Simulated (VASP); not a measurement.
# Ta4NiO11 (P-6) in VASP: relaxation of cell and atoms with PBE

Aim: the relaxation of cell and atoms of Ta4NiO11 with PBE.

Everything below comes from runs of VASP 6.6.1. Logs are shortened: lines on timing, memory, paths and dates and some standing lists are left out, and cuts for length are marked.

### 1 The structure

It takes space group P-6 (No. 174, hexagonal). Conventional cell: a = 6.200 Å, b = 6.200 Å, c = 6.000 Å, α = 90.00°, β = 90.00°, γ = 120.00°. Ta (site symmetry m) is surrounded by 6 O at 1.93 to 2.00 Å. Around Ta (site symmetry -6) lie 6 O at 2.31 Å. Ni (site symmetry -6) has 6 O at 2.34 Å as nearest neighbours. Around O (site symmetry 1) lie 1 Ta at 1.93 Å and 1 O at 2.16 Å. O (site symmetry -6) has 3 Ta at 1.99 Å as nearest neighbours. Around O (site symmetry -6) lie 3 Ta at 1.99 Å. O (site symmetry m) is surrounded by 2 Ta at 2.00 Å.

The cell was built by a generator and needn't be a form met in nature.

### 2 Relaxation of cell and atoms, PBE, collinear spin, ferromagnetic start

INCAR reads:

```
  PREC = Normal
  ENCUT = 520
  EDIFF = 1E-4
  ISMEAR = 0
  SIGMA = 0.15
  LREAL = Auto
  LASPH = True
  NELM = 60
  ALGO = Fast
  ISIF = 3
  LWAVE = False
  LCHARG = False
  ISPIN = 2
  MAGMOM = 0 0 0 0 1 0 0 0 0 0 0 0 0 0 0 0
  LORBIT = 11
  LMAXMIX = 4
  GGA = PE
  IBRION = 2
  NSW = 24
  EDIFFG = -0.08
```

KPOINTS reads:

```
Automatic mesh
0
Gamma
  3 3 3
```

POSCAR reads:

```
Ta4NiO11
1.0
    6.2000000000      0.0000000000      0.0000000000
   -3.1000000000      5.3693575000      0.0000000000
    0.0000000000      0.0000000000      6.0000000000
Ta Ni O
4 1 11
Direct
    0.0266670000      0.6933330000      0.0000000000
    0.3066670000      0.3333340000      0.0000000000
    0.6666660000      0.9733330000      0.0000000000
    0.6666666700      0.3333333300      0.5000000000
    0.0000000000      0.0000000000      0.5000000000
    0.9966670000      0.6633330000      0.3200000000
    0.9966670000      0.6633330000      0.6800000000
    0.3366670000      0.3333340000      0.6800000000
    0.3366670000      0.3333340000      0.3200000000
    0.3333333300      0.6666666700      0.0000000000
    0.6666660000      0.0033330000      0.3200000000
    0.6666660000      0.0033330000      0.6800000000
    0.0000000000      0.0000000000      0.0000000000
    0.4066670000      0.0733330000      0.0000000000
    0.6666660000      0.5933330000      0.0000000000
    0.9266670000      0.3333340000      0.0000000000
```

Potentials or basis: VASP PAW PBE potentials, release 64 (Ta_pv, Ni, O).

Command:

```sh
cat potpaw_PBE.64/Ta_pv/POTCAR potpaw_PBE.64/Ni/POTCAR potpaw_PBE.64/O/POTCAR > POTCAR
mpirun -np 4 vasp_std > vasp.out
```

OUTCAR:

```text
PREC = Normal
   ENCUT = 520
   EDIFF = 1E-4
   ISMEAR = 0
   LREAL = Auto
   LASPH = True
   NELM = 60
   ISIF = 3
   ISPIN = 2
   LORBIT = 11
   GGA = PE
   IBRION = 2
   NSW = 24
   EDIFFG = -0.08

 ion  position               nearest neighbor table
   1  0.027  0.693  0.000-   6 1.93   7 1.93  10 1.99  13 1.99  16 2.00  15 2.00  14 2.36   2 3.45
                             3 3.45   2 3.45   3 3.45
   2  0.307  0.333  0.000-   8 1.93   9 1.93  10 1.99  13 1.99  15 2.00  14 2.00  16 2.36   3 3.45
                             1 3.45   1 3.45   3 3.45
   3  0.667  0.973  0.000-  11 1.93  12 1.93  10 1.99  13 1.99  14 2.00  16 2.00  15 2.36   2 3.45
                             1 3.45   2 3.45   1 3.45
   4  0.667  0.333  0.500-  11 2.31  12 2.31   6 2.31   7 2.31   8 2.31   9 2.31
   5  0.000  0.000  0.500-   6 2.34   7 2.34   8 2.34   9 2.34  11 2.34  12 2.34
   6  0.997  0.663  0.320-   1 1.93   4 2.31   5 2.34
   7  0.997  0.663  0.680-   1 1.93   4 2.31   5 2.34
   8  0.337  0.333  0.680-   2 1.93   4 2.31   5 2.34
   9  0.337  0.333  0.320-   2 1.93   4 2.31   5 2.34
  10  0.333  0.667  0.000-   1 1.99   3 1.99   2 1.99
  11  0.667  0.003  0.320-   3 1.93   4 2.31   5 2.34
  12  0.667  0.003  0.680-   3 1.93   4 2.31   5 2.34
  13  0.000  0.000  0.000-   2 1.99   1 1.99   3 1.99
  14  0.407  0.073  0.000-   3 2.00   2 2.00   1 2.36
  15  0.667  0.593  0.000-   2 2.00   1 2.00   3 2.36
  16  0.927  0.333  0.000-   1 2.00   3 2.00   2 2.36

  LATTYP: Found a hexagonal cell.
 ALAT       =     6.2000000000
 C/A-ratio  =     0.9677419355

  Lattice vectors:

 A1 = (   6.2000000000,   0.0000000000,   0.0000000000)
 A2 = (  -3.1000000000,   5.3693575000,   0.0000000000)
 A3 = (   0.0000000000,   0.0000000000,   6.0000000000)

Analysis of symmetry for initial positions (statically):
=====================================================================
 Subroutine PRICEL returns:
 Original cell was already a primitive cell.

 Routine SETGRP: Setting up the symmetry group for a
 hexagonal supercell.

 Subroutine GETGRP returns: Found  6 space group operations
 (whereof  6 operations were pure point group operations)
 out of a pool of 24 trial point group operations.

The static configuration has the point symmetry C_3h.

Analysis of symmetry for dynamics (positions and initial velocities):
=====================================================================
 Subroutine PRICEL returns:
 Original cell was already a primitive cell.

 Routine SETGRP: Setting up the symmetry group for a
 hexagonal supercell.

 Subroutine GETGRP returns: Found  6 space group operations
 (whereof  6 operations were pure point group operations)
 out of a pool of 24 trial point group operations.

The dynamic configuration has the point symmetry C_3h.

Analysis of structural, dynamic, and magnetic symmetry:
=====================================================================
 Subroutine PRICEL returns:
 Original cell was already a primitive cell.

 Routine SETGRP: Setting up the symmetry group for a
 hexagonal supercell.

 Subroutine GETGRP returns: Found  6 space group operations
 (whereof  6 operations were pure point group operations)
 out of a pool of 24 trial point group operations.

The overall configuration has the point symmetry C_3h.

 Subroutine INISYM returns: Found  6 space group operations
 (whereof  6 operations are pure point group operations),
 and found     1 'primitive' translations

----------------------------------------------------------------------------------------

                                     Primitive cell

  volume of cell :     199.7401

  direct lattice vectors                    reciprocal lattice vectors
     6.200000000  0.000000000  0.000000000     0.161290323  0.093121011  0.000000000
    -3.100000000  5.369357500  0.000000000     0.000000000  0.186242022  0.000000000
     0.000000000  0.000000000  6.000000000     0.000000000  0.000000000  0.166666667

  length of vectors
     6.200000000  6.199999997  6.000000000     0.186242022  0.186242022  0.166666667

  position of ions in fractional coordinates (direct lattice)
     0.026667000  0.693333000  0.000000000
     0.306667000  0.333334000  0.000000000
     0.666666000  0.973333000  0.000000000
[... 91 lines left out ...]
   ISIF   =      3    stress and relaxation
   ISYM   =      2    0-nonsym 1-usesym 2-fastsym
   POTIM  = 0.5000    time-step for ionic-motion
   TEBEG  =    0.0;   TEEND  =   0.0 temperature during run
   PSTRESS=    0.0 pullay stress
   NELECT =     120.0000    total number of electrons
   NUPDOWN=      -1.0000    fix difference up-down
   EMIN   =  10.00;   EMAX   =-10.00  energy-range for DOS
   EFERMI =   0.00;   METHOD = LEGACY
   ISMEAR =     0;   SIGMA  =   0.15  broadening in eV -4-tet -1-fermi 0-gaus
   EFERMI_NEDOS =   21; number of points for ismear=-14 and -15
   IALGO  =     68    algorithm
   IMIX   =      4    mixing-type and parameters
     AMIX     =   0.40;   BMIX     =  1.00
     AMIX_MAG =   1.60;   BMIX_MAG =  1.00
  volume/ion in A,a.u.               =      12.48        84.24
  Fermi-wavevector in a.u.,A,eV,Ry     =   1.381381  2.610432 25.962822  1.908214
  Thomas-Fermi vector in A             =   2.506171
   LORBIT       =     11    0 simple, 1 ext, 2 COOP (PROOUT), +10 PAW based schemes
   GGA     = PE    functional components
   LHFCALC =     F    Hartree Fock is set to
   AEXX    =    0.0000 exact exchange contribution
   IVDW    =     0    specifies the selected vdW correction
   LEPSILON=     F    determine dielectric tensor
   LRPA    =     F    only Hartree local field effects (RPA)
 conjugate gradient relaxation of ions
 spin polarized calculation
 RMM-DIIS sequential band-by-band and
 Gauss-broadening in eV      SIGMA  =   0.15
  energy-cutoff  :      520.00
  volume of cell :      199.74
 maximum number of plane-waves:      5416
   NGX = 23   NGY = 23   NGZ = 23

--------------------------------------- Ionic step        1  -------------------------------------------

 number of electron     119.9999798 magnetization       0.3740162

 number of electron     119.9999799 magnetization      -1.8764654

 Free energy of the ion-electron system (eV)
  ---------------------------------------------------
  ext. energy  EPLUGINS =         0.00000000
  ---------------------------------------------------
  free energy    TOTEN  =      -137.87463376 eV

  energy without entropy =     -137.83919772  energy(sigma->0) =     -137.85691574

------------------------ aborting loop because EDIFF is reached ----------------------------------------

  FORCE on cell =-STRESS in cart. coord.  units (eV):
  Direction    XX          YY          ZZ          XY          YZ          ZX
  --------------------------------------------------------------------------------------
  -------------------------------------------------------------------------------------
  Total      -11.3090747    -11.3090746     29.9153345     -0.0000003      0.0000000      0.0000000
  in kB      -90.7135980    -90.7135979    239.9601836     -0.0000021      0.0000000      0.0000000
  external PRESSURE =      19.5109959 kB  Pullay stress =       0.0000000 kB
[... 131 lines left out ...]
  FREE ENERGIE OF THE ION-ELECTRON SYSTEM (eV)
  ---------------------------------------------------
  free  energy   TOTEN  =      -140.1310051006 eV

  energy  without entropy=     -140.1090643687  energy(sigma->0) =     -140.12003473

[... ionic steps 4 to 13 ...]

--------------------------------------- Ionic step       14  -------------------------------------------

 number of electron     119.9999957 magnetization      -1.9997042

------------------------ aborting loop because EDIFF is reached ----------------------------------------
[... 95 lines left out ...]
--------------------------------------- Ionic step       16  -------------------------------------------

 number of electron     119.9999949 magnetization      -1.9997334

 Free energy of the ion-electron system (eV)
  ---------------------------------------------------
  ext. energy  EPLUGINS =         0.00000000
  ---------------------------------------------------
  free energy    TOTEN  =      -143.00341483 eV

  energy without entropy =     -142.95782033  energy(sigma->0) =     -142.98061758

 E-fermi :   2.5173     XC(G=0): -10.4039

 val. band max:        2.3998470340   @ k =   0.0000   0.0000   0.0000
 cond. band min:       2.6188981968   @ k =   0.3333   0.3333   0.0000
 fundamental gap:      0.2190511628
 Fermi energy:         2.5173389263

 spin component 1

 k-point     1 :       0.0000    0.0000    0.0000
  band No.  band energies     occupation
      1     -32.9315      1.00000
      2     -32.9315      1.00000
      3     -32.9123      1.00000
      4     -32.6017      1.00000
      5     -32.4591      1.00000
      6     -32.4591      1.00000
[... 439 lines left out ...]
     71       6.9022      0.00000
     72       7.7486      0.00000
 Fermi energy:         2.5173389263

 spin component 2

 k-point     1 :       0.0000    0.0000    0.0000
  band No.  band energies     occupation
      1     -32.9225      1.00000
      2     -32.9225      1.00000
      3     -32.9049      1.00000
      4     -32.5984      1.00000
      5     -32.4563      1.00000
      6     -32.4563      1.00000
[... 439 lines left out ...]
     71       6.8558      0.00000
     72       7.6987      0.00000
 [bands above 72 left out]

------------------------ aborting loop because EDIFF is reached ----------------------------------------

  FORCE on cell =-STRESS in cart. coord.  units (eV):
  Direction    XX          YY          ZZ          XY          YZ          ZX
  --------------------------------------------------------------------------------------
  -------------------------------------------------------------------------------------
  Total        0.1285540      0.1285540      0.1176386     -0.0000022     -0.0000000      0.0000000
  in kB        1.0018107      1.0018107      0.9167478     -0.0000173     -0.0000000      0.0000000
  external PRESSURE =       0.9734564 kB  Pullay stress =       0.0000000 kB
[... 31 lines left out ...]
  FREE ENERGIE OF THE ION-ELECTRON SYSTEM (eV)
  ---------------------------------------------------
  free  energy   TOTEN  =      -143.0034148318 eV

  energy  without entropy=     -142.9578203318  energy(sigma->0) =     -142.98061758

 reached required accuracy - stopping structural energy minimisation

 total charge

# of ion       s       p       d       tot
------------------------------------------
    1        0.342   6.332   2.098   8.773
    2        0.342   6.332   2.098   8.773
    3        0.342   6.332   2.098   8.773
    4        0.309   6.250   1.967   8.526
    5        0.205   0.161   8.153   8.518
    6        1.568   3.442   0.000   5.010
[... 8 lines left out ...]
   15        1.573   3.537   0.000   5.110
   16        1.573   3.537   0.000   5.110
--------------------------------------------------
tot         18.821  63.925  16.413  99.159

 magnetization (x)

# of ion       s       p       d       tot
------------------------------------------
    1        0.000  -0.000   0.005   0.005
    2        0.000  -0.000   0.005   0.005
    3        0.000  -0.000   0.005   0.005
    4        0.001  -0.000   0.013   0.013
    5       -0.003  -0.001  -1.467  -1.471
    6       -0.003  -0.064   0.000  -0.067
[... 8 lines left out ...]
   15       -0.000  -0.027   0.000  -0.028
   16       -0.000  -0.027   0.000  -0.028
--------------------------------------------------
tot         -0.020  -0.471  -1.440  -1.931
```

Run time: 5.3 min. Hardware: 4 MPI ranks of Intel Xeon Platinum 8259CL at 2.50GHz (Skylake/Cascade Lake), shared host; peak memory 0.18 GiB.

What came out:

* Free energy: -143.0034 eV
* Relaxed volume: 12.85 Å³/atom
* Relaxed cell: a = 6.179 Å, b = 6.179 Å, c = 6.219 Å, α = 90.00°, β = 90.00°, γ = 120.00°
* Space group after relaxing (to 0.05 Å): P-6 (No. 174)
* Energy gained by relaxing: 320.5 meV/atom
* Ionic steps: 16
* Pressure after relaxing: 0.1 GPa
* Largest force after relaxing: 0.077 eV/Å
* Band gap on the k mesh: 0.22 eV, indirect (least direct gap 0.26 eV)
* Net moment: -2.00 μB per cell
* Site moments: Ta +0.01; Ni -1.47; O -0.07, -0.00, -0.03 μB
* Valence electrons inside the program's atomic spheres: Ta 8.77, 8.53; Ni 8.52; O 5.01, 5.20, 5.21, 5.11

Forces in eV/Å, atoms in the order of the input:
```
Ta  -0.001 -0.041  0.000
Ta   0.036  0.019  0.000
Ta  -0.035  0.021  0.000
Ta   0.000  0.000  0.000
Ni   0.000  0.000  0.000
O   -0.069 -0.021 -0.025
O   -0.069 -0.021  0.025
O    0.053 -0.049  0.025
O    0.053 -0.049 -0.025
O    0.000  0.000  0.000
O    0.016  0.070 -0.025
O    0.016  0.070  0.025
O    0.000  0.000  0.000
O    0.043  0.021  0.000
O   -0.004 -0.048  0.000
O   -0.040  0.027  0.000
```

The path:
```
step  energy change (eV)  largest force (eV/Å)  pressure (GPa)  volume (Å³)
   1              0.0000                3.1585            1.95       199.74
   2             -1.7696                3.7894           -0.44       203.16
   3             -2.2564                2.5512           -1.91       202.25
   4             -3.9178                1.6031            4.43       199.70
   5             -4.0701                2.4008            7.73       198.71
   6             -4.9568                0.5737           -0.12       207.48
   7             -4.9586                0.5838           -0.50       207.89
   8             -5.0446                0.3713           -0.27       207.40
   9             -5.0603                0.4562           -0.11       207.08
  10             -5.0911                0.2611           -0.23       206.72
  11             -5.0960                0.4376           -0.20       206.51
  12             -5.1188                0.2470           -0.09       206.00
  13             -5.1263                0.1122            0.08       205.46
  14             -5.1264                0.1117           -0.05       205.51
  15             -5.1264                0.1106            0.10       205.49
  16             -5.1288                0.0767            0.10       205.59
```

Final structure:
```
Ta Ni O
1.0
     6.17852    0.00000    0.00000
    -3.08926    5.35076    0.00000
     0.00000    0.00000    6.21886
Ta Ni O
4 1 11
Cartesian
  -1.9787 3.7042 0.0000
  0.8706 1.7851 6.2189
  1.1080 5.2122 6.2189
  3.0893 1.7836 3.1094
  0.0000 0.0000 3.1094
  3.7368 3.3472 1.9273
  3.7368 3.3472 4.2916
  1.4114 1.5626 4.2916
  1.4114 1.5626 1.9273
  0.0000 3.5672 6.2189
  4.1196 0.4410 1.9273
  4.1196 0.4410 4.2916
  0.0000 0.0000 6.2189
  2.2696 0.2720 0.0000
  2.1900 3.2492 6.2189
  4.8082 1.8295 6.2189
```

Caveat: spin-orbit coupling is left out, which moves the levels of the heavy elements; an odd mesh through Γ misses points on the zone boundary, where band edges often lie; a cell with one magnetic atom can't hold antiferromagnetic order, which such compounds often take; the relaxation stopped at a loose force limit of 0.08 eV/Å, so its end isn't a converged minimum. PBE gaps usually lie below the measured ones, often by a third to a half.
